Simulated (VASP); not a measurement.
Level of theory: r2SCAN meta-GGA, VASP's PBE PAW potentials (set 64) (plane waves; VASP 6.6.1).

VASP ran on this input.

POSCAR:
```
LiCl
1
    0.0000000000     2.5458048417     2.5458048417
    2.5458048417     0.0000000000     2.5458048417
    2.5458048417     2.5458048417     0.0000000000
Li Cl
1 1
Direct
  0.0000000000   0.0000000000   0.0000000000
  0.5000000000   0.5000000000   0.5000000000
```

KPOINTS:
```
Automatic mesh
0
G
 8 8 8
0 0 0
```

**INCAR**
```
! general
SYSTEM  = LiCl
PREC    = Accurate
ENCUT   = 520
LREAL   = .False.   ! projection in real space or not
LASPH   = .True.

! electronic loop
EDIFF   = 1E-8   ! SCF stop (eV)
NELM    = 100   ! most electronic steps
ALGO    = Normal
LMIXTAU = .True.

! smearing
ISMEAR  = 0   ! Gaussian
SIGMA   = 0.05   ! width (eV)

! functional
METAGGA = R2SCAN

! ions
IBRION  = 1
NSW     = 30   ! most ionic steps
ISIF    = 2   ! forces and stress, cell fixed
EDIFFG  = -0.001   ! ionic stop

! output
LWAVE   = .False.
LCHARG  = .False.
```

POTCAR, in this order: Li_sv Cl (PBE.64 set). Program: vasp_std.

Problem. What will the output report for the number of irreducible k-points (NKPTS), largest plane-wave count, number of space-group operations, FFT grid (NGX, NGY, NGZ)?

Solution. 
| Item | Result |
|---|---|
| number of irreducible k-points (NKPTS) | 29 |
| largest plane-wave count | 905 |
| number of space-group operations | 48 |
| FFT grid (NGX, NGY, NGZ) | 28 × 28 × 28 |

The compound is LiCl in the rock salt structure. It was relaxed first. The start is the result of an earlier pass.
